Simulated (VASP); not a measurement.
VASP runs on TaC (rock salt) share one base input (PBE GGA, plane waves, VASP's PBE PAW potentials (set 64)) and change the settings named in each case.

KPOINTS:
```
Regular mesh
0
Gamma
13 13 13
```

File POSCAR:
```
TaC
2.230
  0.0000000000   1.0000000000   1.0000000000
  1.0000000000   0.0000000000   1.0000000000
  1.0000000000   1.0000000000   0.0000000000
Ta C
1 1
Direct
  0.0000000000   0.0000000000   0.0000000000
  0.5000000000   0.5000000000   0.5000000000
```

**INCAR**
```
! general
SYSTEM   =  TaC
PREC     =  Accurate
ENCUT    =  520
LREAL    =  .FALSE.
LASPH    =  .TRUE.

! electronic loop
EDIFF    =  1E-6
NELM     =  100
ALGO     =  Normal
LMAXMIX  =  6

! smearing
ISMEAR   =  1
SIGMA    =  0.1

! functional
GGA      =  PE

! ions
ISIF     =  2

! output
LWAVE    =  .FALSE.
LCHARG   =  .FALSE.
```

POTCAR, in this order: Ta_pv C (PBE.64 set). Program: vasp_std.

```csv
change,E(σ→0) (eV/atom),pressure (GPa),−TS (eV)
base run,-11.1018,4.13,-0.0005
"ISMEAR = 0, SIGMA = 0.02",-11.1016,4.13,-0.0003
"ISMEAR = 0, SIGMA = 0.2",-11.1018,4.16,-0.0089
"ISMEAR = -1, SIGMA = 0.05",-11.1019,4.14,-0.0036
"ISMEAR = 2, SIGMA = 0.5",-11.1010,4.09,0.0066
"ISMEAR = 0, SIGMA = 0.3",-11.1011,4.23,-0.0241
"ISMEAR = -1, SIGMA = 0.5",-11.0967,6.41,-0.5368
"ISMEAR = -5, SIGMA removed",-11.0985,4.16,0.0000
"ISMEAR = -4, SIGMA removed",___,___,0.0000
```

Question: Some entries are withheld; supply them.

Answer: 
- ISMEAR = -4, SIGMA removed, E(σ→0) (eV/atom): -11.0753
- ISMEAR = -4, SIGMA removed, pressure (GPa): 4.53

Unless said otherwise, spin-orbit coupling is left out, though it shifts the bands of the heavy elements here.

Left out are runs that ran out of time, are held back, or changed the cell or the kind of run, fixed moments of cells without a moment, rows past the twelfth, gaps on odd meshes, pressures of charged cells and columns that move by less than the noise.

The compound is TaC in the rock salt structure. The cell was not relaxed at this level. The electron count is odd and the run is not spin-polarised, which forces a metal.
